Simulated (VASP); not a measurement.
Cost and result of VASP (PAW) for the band gap of BN (zinc blende). Gaps are without spin-orbit coupling. Each level names its cell: its own relaxed one, PBE's, or the starting one. A gap is the smallest over the k-mesh and a band path; hybrids may have named points in place of the path, and GW has the mesh alone. The cost counts the self-consistent run with its band path or extra points (for GW, with the PBE run and the diagonalisation ahead of it), each on the mesh and cut-off of its row, so the ratios hold those differences too. With r2SCAN it took about 50 core-seconds. Times come from single runs on busy shared machines, so they are rough: good to a factor of about 2.

mBJ is a potential without an energy functional, so only the levels count.

Measured: 6.20 eV at 300 K (as given by arXiv:1206.3780).

```json
[
 {"level": "mBJ (TB09) (PBE cell)", "k-mesh": "10×10×10", "cut-off (eV)": "520", "band gap (eV)": "5.79", "error (eV)": "-0.41", "cost over r2SCAN": "about 1/5"},
 {"level": "r2SCAN (own cell)", "k-mesh": "14×14×14", "cut-off (eV)": "520", "band gap (eV)": "4.98", "error (eV)": "-1.22", "cost over r2SCAN": "reference"},
 {"level": "SCAN (own cell)", "k-mesh": "14×14×14", "cut-off (eV)": "520", "band gap (eV)": "4.97", "error (eV)": "-1.23", "cost over r2SCAN": "within a factor of 2"},
 {"level": "B3LYP (PBE cell)", "k-mesh": "10×10×10", "cut-off (eV)": "520", "band gap (eV)": "6.53", "error (eV)": "+0.33", "cost over r2SCAN": "about 20 times"},
 {"level": "PBE0 (PBE cell)", "k-mesh": "10×10×10", "cut-off (eV)": "520", "band gap (eV)": "6.52", "error (eV)": "+0.32", "cost over r2SCAN": "about 20 times"},
 {"level": "HSE06 (PBE cell)", "k-mesh": "10×10×10", "cut-off (eV)": "520", "band gap (eV)": "5.78", "error (eV)": "-0.42", "cost over r2SCAN": "about 20 times"}
]
```

Within 0.5 eV of the measurement lie mBJ (TB09), B3LYP, PBE0, HSE06; the cheapest of them is mBJ (TB09), about 1/5 against r2SCAN.

Left out are levels that failed, ran on another kind of processor or have no fit band path; at most nine are shown.

The compound is BN in the zinc blende structure.
